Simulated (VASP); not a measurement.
# Sc2InSb3 (Immm) in VASP: relaxation of cell and atoms with PBE

Aim: the relaxation of cell and atoms of Sc2InSb3 with PBE.

Everything below comes from runs of VASP 6.6.1. Logs are shortened: lines on timing, memory, paths and dates and some standing lists are left out, and cuts for length are marked.

## (1) The structure

Symmetry: Immm, No. 71, orthorhombic system. The conventional cell has a = 4.178 Å, b = 5.952 Å, c = 13.212 Å, α = 90.00°, β = 90.00°, γ = 90.00°. Sc (site symmetry mm2) has 6 Sb at 2.96 to 3.03 Å as nearest neighbours. In (site symmetry mmm) has 6 Sb at 2.98 to 3.11 Å as nearest neighbours. Sb (site symmetry mmm) has 2 In at 2.98 Å and 4 Sc at 3.03 Å as nearest neighbours. Sb (site symmetry mm2) has 4 Sc at 2.96 to 2.98 Å and 2 In at 3.11 Å as nearest neighbours.

The cell was built by a generator and needn't be a form met in nature.

## (2) Relaxation of cell and atoms, PBE

INCAR

```
  PREC = Accurate
  ENCUT = 520
  EDIFF = 1E-6
  ISMEAR = 0
  SIGMA = 0.1
  LREAL = F
  LASPH = T
  NELM = 120
  ALGO = Normal
  ISIF = 3
  LWAVE = F
  LCHARG = F
  GGA = PE
  IBRION = 2
  NSW = 90
  EDIFFG = -0.01
  KPAR = 4
```

KPOINTS

```
regular mesh
0
Gamma
  8 8 8
```

POSCAR

```
Sc2InSb3
1.0
   -2.0890000000      2.9760000000      6.6060000000
    2.0890000000     -2.9760000000      6.6060000000
    2.0890000000      2.9760000000     -6.6060000000
Sc In Sb
2 1 3
Direct
    0.6665152900      0.6665152900      0.0000000000
    0.3334847100      0.3334847100      0.0000000000
    0.0000000000      0.0000000000      0.0000000000
    0.5000000000      0.0000000000      0.5000000000
    0.8251589500      0.3251589500      0.5000000000
    0.1748410500      0.6748410500      0.5000000000
```

Potentials or basis: VASP PAW PBE potentials, release 64 (Sc_sv, In_d, Sb).

Run with:

```bash
cat potpaw_PBE.64/Sc_sv/POTCAR potpaw_PBE.64/In_d/POTCAR potpaw_PBE.64/Sb/POTCAR > POTCAR
mpirun -np 4 vasp_std > vasp.out
```

OUTCAR:

```text
PREC = Accurate
   ENCUT = 520
   EDIFF = 1E-6
   ISMEAR = 0
   LREAL = F
   LASPH = T
   NELM = 120
   ISIF = 3
   GGA = PE
   IBRION = 2
   NSW = 90
   EDIFFG = -0.01

 ion  position               nearest neighbor table
   1  0.667  0.667  0.000-   5 2.96   5 2.96   6 2.98   6 2.98   4 3.03   4 3.03
   2  0.333  0.333  0.000-   6 2.96   6 2.96   5 2.98   5 2.98   4 3.03   4 3.03
   3  0.000  0.000  0.000-   4 2.98   4 2.98   5 3.11   6 3.11   5 3.11   6 3.11
   4  0.500  0.000  0.500-   3 2.98   3 2.98   1 3.03   1 3.03   2 3.03   2 3.03
   5  0.825  0.325  0.500-   1 2.96   1 2.96   2 2.98   2 2.98   3 3.11   3 3.11
   6  0.175  0.675  0.500-   2 2.96   2 2.96   1 2.98   1 2.98   3 3.11   3 3.11

  LATTYP: Found a body centered orthorhombic cell.
 ALAT       =     4.1780000000
 B/A-ratio  =     1.4246050742
 C/A-ratio  =     3.1622786022

  Lattice vectors:

 A1 = (  -2.0890000000,   2.9760000000,   6.6060000000)
 A2 = (   2.0890000000,  -2.9760000000,   6.6060000000)
 A3 = (   2.0890000000,   2.9760000000,  -6.6060000000)

Analysis of symmetry for initial positions (statically):
=====================================================================
 Subroutine PRICEL returns:
 Original cell was already a primitive cell.

 Routine SETGRP: Setting up the symmetry group for a
 body centered orthorhombic supercell.

 Subroutine GETGRP returns: Found  8 space group operations
 (whereof  8 operations were pure point group operations)
 out of a pool of  8 trial point group operations.

The static configuration has the point symmetry D_2h.

Analysis of symmetry for dynamics (positions and initial velocities):
=====================================================================
 Subroutine PRICEL returns:
 Original cell was already a primitive cell.

 Routine SETGRP: Setting up the symmetry group for a
 body centered orthorhombic supercell.

 Subroutine GETGRP returns: Found  8 space group operations
 (whereof  8 operations were pure point group operations)
 out of a pool of  8 trial point group operations.

The dynamic configuration has the point symmetry D_2h.

 Subroutine INISYM returns: Found  8 space group operations
 (whereof  8 operations are pure point group operations),
 and found     1 'primitive' translations

----------------------------------------------------------------------------------------

                                     Primitive cell

  volume of cell :     164.2744

  direct lattice vectors                    reciprocal lattice vectors
    -2.089000000  2.976000000  6.606000000     0.000000000  0.168010753  0.075688768
     2.089000000 -2.976000000  6.606000000     0.239348971  0.000000000  0.075688768
     2.089000000  2.976000000 -6.606000000     0.239348971  0.168010753  0.000000000

  length of vectors
     7.540539304  7.540539304  7.540539304     0.184272631  0.251031312  0.292430407

  position of ions in fractional coordinates (direct lattice)
     0.666515290  0.666515290  0.000000000
     0.333484710  0.333484710  0.000000000
     0.000000000  0.000000000  0.000000000
     0.500000000  0.000000000  0.500000000
     0.825158950  0.325158950  0.500000000
     0.174841050  0.674841050  0.500000000

  ion indices of the primitive-cell ions
   primitive index   ion index
                 1           1
                 2           2
                 3           3
                 4           4
                 5           5
                 6           6

----------------------------------------------------------------------------------------

 KPOINTS: regular mesh

Automatic generation of k-mesh.
 Grid dimensions read from file:
 generate k-points for:    8    8    8

 Generating k-lattice:

  Cartesian coordinates                     Fractional coordinates (reciprocal lattice)
     0.000000000  0.021001344  0.009461096     0.125000000  0.000000000 -0.000000000
     0.029918621  0.000000000  0.009461096     0.000000000  0.125000000 -0.000000000
     0.029918621  0.021001344  0.000000000     0.000000000  0.000000000  0.125000000

  Length of vectors
     0.023034079  0.031378914  0.036553801

  Shift w.r.t. Gamma in fractional coordinates (k-lattice)
     0.000000000  0.000000000  0.000000000

 Subroutine IBZKPT returns following result:
 ===========================================

 Found     95 irreducible k-points:

 Following reciprocal coordinates:
            Coordinates               Weight
  0.000000  0.000000  0.000000      1.000000
  0.125000  0.000000  0.000000      4.000000
  0.250000  0.000000  0.000000      4.000000
  0.375000  0.000000  0.000000      4.000000
  0.500000  0.000000  0.000000      2.000000
 -0.000000  0.125000  0.000000      4.000000
[... 16 lines left out ...]
  0.125000  0.375000  0.000000      8.000000
  0.250000  0.375000  0.000000      8.000000
 [... further k-points ...]
   k-points           NKPTS =     95   k-points in BZ     NKDIM =     95   number of bands    NBANDS=     30
   number of dos      NEDOS =    301   number of ions     NIONS =      6
   total plane-waves  NPLWV = 175616
   dimension x,y,z NGX =    56 NGY =   56 NGZ =   56
   dimension x,y,z NGXF=   112 NGYF=  112 NGZF=  112
   ions per type =               2   1   3
   NGX,Y,Z   is equivalent  to a cutoff of  12.35, 12.35, 12.35 a.u.
   NGXF,Y,Z  is equivalent  to a cutoff of  24.69, 24.69, 24.69 a.u.
 SYSTEM =  unknown system
   PREC   = accura    normal or accurate (medium, high low for compatibility)
   ISTART =      0    job   : 0-new  1-cont  2-samecut
   ICHARG =      2    charge: 1-file 2-atom 10-const
   ISPIN  =      1    spin polarized calculation?
   LNONCOLLINEAR =      F non collinear calculations
   LSORBIT =      F    spin-orbit coupling
   LASPH  =      T    aspherical Exc in radial PAW
   ENCUT  =  520.0 eV  38.22 Ry    6.18 a.u.  14.02 14.02 14.02*2*pi/ulx,y,z
   NELM   =    120;   NELMIN=  2; NELMDL= -5     # of ELM steps
   EDIFF  = 0.1E-05   stopping-criterion for ELM
   LREAL  =      F    real-space projection
   EDIFFG = -.1E-01   stopping-criterion for IOM
   NSW    =     90    number of steps for IOM
   IBRION =      2    ionic relax: 0-MD 1-quasi-New 2-CG
   NFREE  =      1    steps in history (QN), initial steepest desc. (CG)
   ISIF   =      3    stress and relaxation
   ISYM   =      2    0-nonsym 1-usesym 2-fastsym
   POTIM  = 0.5000    time-step for ionic-motion
   TEBEG  =    0.0;   TEEND  =   0.0 temperature during run
   PSTRESS=    0.0 pullay stress
   NELECT =      50.0000    total number of electrons
   NUPDOWN=      -1.0000    fix difference up-down
   EMIN   =  10.00;   EMAX   =-10.00  energy-range for DOS
   EFERMI =   0.00;   METHOD = LEGACY
   ISMEAR =     0;   SIGMA  =   0.10  broadening in eV -4-tet -1-fermi 0-gaus
   EFERMI_NEDOS =   21; number of points for ismear=-14 and -15
   IALGO  =     38    algorithm
   IMIX   =      4    mixing-type and parameters
     AMIX     =   0.40;   BMIX     =  1.00
     AMIX_MAG =   1.60;   BMIX_MAG =  1.00
  volume/ion in A,a.u.               =      27.38       184.76
  Fermi-wavevector in a.u.,A,eV,Ry     =   1.101222  2.081008 16.499646  1.212690
  Thomas-Fermi vector in A             =   2.237646
   LORBIT       =      0    0 simple, 1 ext, 2 COOP (PROOUT), +10 PAW based schemes
   GGA     = PE    functional components
   LHFCALC =     F    Hartree Fock is set to
   AEXX    =    0.0000 exact exchange contribution
   IVDW    =     0    specifies the selected vdW correction
   LEPSILON=     F    determine dielectric tensor
   LRPA    =     F    only Hartree local field effects (RPA)
 conjugate gradient relaxation of ions
 non-spin polarized calculation
 Gauss-broadening in eV      SIGMA  =   0.10
  energy-cutoff  :      520.00
  volume of cell :      164.27
 maximum number of plane-waves:      4453
   NGX = 29   NGY = 29   NGZ = 29

--------------------------------------- Ionic step        1  -------------------------------------------

 number of electron      50.0000005 magnetization

 Free energy of the ion-electron system (eV)
  ---------------------------------------------------
  ext. energy  EPLUGINS =         0.00000000
  ---------------------------------------------------
  free energy    TOTEN  =       -30.48300320 eV

  energy without entropy =      -30.46434705  energy(sigma->0) =      -30.47367513

------------------------ aborting loop because EDIFF is reached ----------------------------------------

  FORCE on cell =-STRESS in cart. coord.  units (eV):
  Direction    XX          YY          ZZ          XY          YZ          ZX
  --------------------------------------------------------------------------------------
  -------------------------------------------------------------------------------------
  Total       -0.1628518     -0.1275766     -0.2756493      0.0000000      0.0000000      0.0000000
  in kB       -1.5883026     -1.2442612     -2.6884230      0.0000000      0.0000000      0.0000000
  external PRESSURE =      -1.8403289 kB  Pullay stress =       0.0000000 kB
[... 101 lines left out ...]
  FREE ENERGIE OF THE ION-ELECTRON SYSTEM (eV)
  ---------------------------------------------------
  free  energy   TOTEN  =       -30.4845526941 eV

  energy  without entropy=      -30.4658420922  energy(sigma->0) =      -30.47519739

[... ionic steps 4 to 7 ...]

--------------------------------------- Ionic step        8  -------------------------------------------

 number of electron      50.0000004 magnetization

------------------------ aborting loop because EDIFF is reached ----------------------------------------
[... 75 lines left out ...]
--------------------------------------- Ionic step       10  -------------------------------------------

 number of electron      50.0000004 magnetization

 Free energy of the ion-electron system (eV)
  ---------------------------------------------------
  ext. energy  EPLUGINS =         0.00000000
  ---------------------------------------------------
  free energy    TOTEN  =       -30.48648206 eV

  energy without entropy =      -30.46709255  energy(sigma->0) =      -30.47678730

 E-fermi :   5.8483     XC(G=0):  -9.7726

 val. band max:        5.8473206469   @ k =   0.5000   0.0000   0.0000
 cond. band min:       5.8535704225   @ k =   0.3750  -0.1250   0.1250
 fundamental gap:      0.0062497756
 Fermi energy:         5.8483024453

 k-point     1 :       0.0000    0.0000    0.0000
  band No.  band energies     occupation
      1     -44.0527      2.00000
      2     -44.0514      2.00000
      3     -22.6863      2.00000
      4     -22.6789      2.00000
      5     -22.6753      2.00000
      6     -22.6666      2.00000
[... 781 lines left out ...]
     29       7.7804      0.00000
     30       7.8355      0.00000

 [... further k-points ...]

------------------------ aborting loop because EDIFF is reached ----------------------------------------

  FORCE on cell =-STRESS in cart. coord.  units (eV):
  Direction    XX          YY          ZZ          XY          YZ          ZX
  --------------------------------------------------------------------------------------
  -------------------------------------------------------------------------------------
  Total       -0.0388920     -0.0231771     -0.0546028     -0.0000000      0.0000000      0.0000000
  in kB       -0.3803759     -0.2266788     -0.5340316     -0.0000000      0.0000000      0.0000000
  external PRESSURE =      -0.3803621 kB  Pullay stress =       0.0000000 kB
[... 21 lines left out ...]
  FREE ENERGIE OF THE ION-ELECTRON SYSTEM (eV)
  ---------------------------------------------------
  free  energy   TOTEN  =       -30.4864820604 eV

  energy  without entropy=      -30.4670925463  energy(sigma->0) =      -30.47678730

 reached required accuracy - stopping structural energy minimisation
```

Run time: 21 min. Hardware: 4 MPI ranks of Intel Xeon Platinum 8488C (Sapphire Rapids), shared host; peak memory 0.81 GiB.

What came out:

```
Free energy                            : -30.4865 eV
Relaxed volume                         : 27.30 Å³/atom
Relaxed cell                           : a = 7.517 Å, b = 7.517 Å, c = 7.517 Å, α = 147.67°, β = 133.37°, γ = 57.88°
Space group after relaxing (to 0.05 Å) : Immm (No. 71)
Energy gained by relaxing              : 0.6 meV/atom
Ionic steps                            : 10
Pressure after relaxing                : 0.0 GPa
Largest force after relaxing           : 0.010 eV/Å
Band gap on the k mesh                 : none (metal or under the smearing width)
```

Forces in eV/Å, atoms in the order of the input:
```
Sc   0.000  0.000  0.010
Sc   0.000  0.000 -0.010
In   0.000  0.000  0.000
Sb   0.000  0.000  0.000
Sb   0.000  0.000 -0.008
Sb   0.000  0.000  0.008
```

The path:
```tsv
step	energy change (eV)	largest force (eV/Å)	pressure (GPa)	volume (Å³)
1	0.0000	0.1039	-0.18	164.27
2	-0.0014	0.0848	0.05	163.53
3	-0.0015	0.0775	0.16	163.22
4	-0.0026	0.0430	0.07	163.45
5	-0.0031	0.0341	-0.03	163.72
6	-0.0033	0.0291	0.01	163.61
7	-0.0033	0.0255	0.04	163.54
8	-0.0033	0.0246	0.05	163.52
9	-0.0035	0.0119	-0.02	163.74
10	-0.0035	0.0098	-0.04	163.82
```

Final structure:
```
Sc In Sb
1.0
    -2.09260    2.97507    6.57833
     2.09260   -2.97507    6.57833
     2.09260    2.97507   -6.57833
Sc In Sb
2 1 3
Direct
  0.66439 0.66439 0.00000
  0.33561 0.33561 0.00000
  0.00000 0.00000 0.00000
  0.50000 0.00000 0.50000
  0.82428 0.32428 0.50000
  0.17572 0.67572 0.50000
```

The run has no spin-orbit coupling, so splittings on Sb are missing.
